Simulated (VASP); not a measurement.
Consider the following.

```
CELL_PARAMETERS angstrom
      4.09413    -2.26167    -0.01571
      4.09413     2.26167    -0.01571
      2.85901     0.00000     3.70180
ATOMIC_POSITIONS crystal
  Bi 0.23663 0.23663 0.23663
  Bi 0.76337 0.76337 0.76337
```

Computed with PBEsol GGA, VASP's PBE PAW potentials (set 64) (plane waves; VASP 6.6.1). Numerical set-up: 480 eV cut-off, 10×10×10 Γ-centred mesh, first-order Methfessel-Paxton smearing of 0.10 eV, potentials Bi_d.

Each row applies one change to this cell, which was relaxed at other settings and keeps the small stress of the first row; at a fixed cut-off the stress holds a Pulay part, so it need not integrate to ΔE exactly. Stress is in GPa, positive when the cell is compressed.

```tsv
change	ΔE (meV/atom)	σxx	σyy	σzz	largest shear component, with its sign (GPa)	largest force (eV/Å)
none	0.0	-0.02	0.05	0.04	-0.02	0.003
atom 2 (Bi) moved by -0.200 Å along x	22.5	-1.92	-0.77	-0.84	-0.11	0.327
atom 2 (Bi) moved by -0.025 Å along z	0.2	0.08	-0.15	-0.03	-0.32	0.044
biaxial strain of +1.0 % in the yz plane	…	…	…	…	…	…
isotropic strain of +3.0 %	38.4	-3.42	-3.77	-3.74	0.12	0.310
uniaxial strain of -1.0 % along z with the ions relaxed	0.9	0.31	0.44	0.74	-0.08	0.008
atom 1 (Bi) moved by -0.200 Å along y	…	…	…	…	…	…
```

Q: Fill in the missing entries.

A: 
- atom 1 (Bi) moved by -0.200 Å along y, ΔE (meV/atom): 18.8
- atom 1 (Bi) moved by -0.200 Å along y, σxx: 0.03
- atom 1 (Bi) moved by -0.200 Å along y, σyy: 1.23
- atom 1 (Bi) moved by -0.200 Å along y, σzz: 0.53
- atom 1 (Bi) moved by -0.200 Å along y, largest shear component, with its sign (GPa): 1.81
- atom 1 (Bi) moved by -0.200 Å along y, largest force (eV/Å): 0.494
- biaxial strain of +1.0 % in the yz plane, ΔE (meV/atom): 2.3
- biaxial strain of +1.0 % in the yz plane, σxx: -0.59
- biaxial strain of +1.0 % in the yz plane, σyy: -1.24
- biaxial strain of +1.0 % in the yz plane, σzz: -1.07
- biaxial strain of +1.0 % in the yz plane, largest shear component, with its sign (GPa): -0.19
- biaxial strain of +1.0 % in the yz plane, largest force (eV/Å): 0.067

Failed runs are left out, and for metals the shear rows, which the mesh's noise covers.

The compound is Bi in the a7 structure.
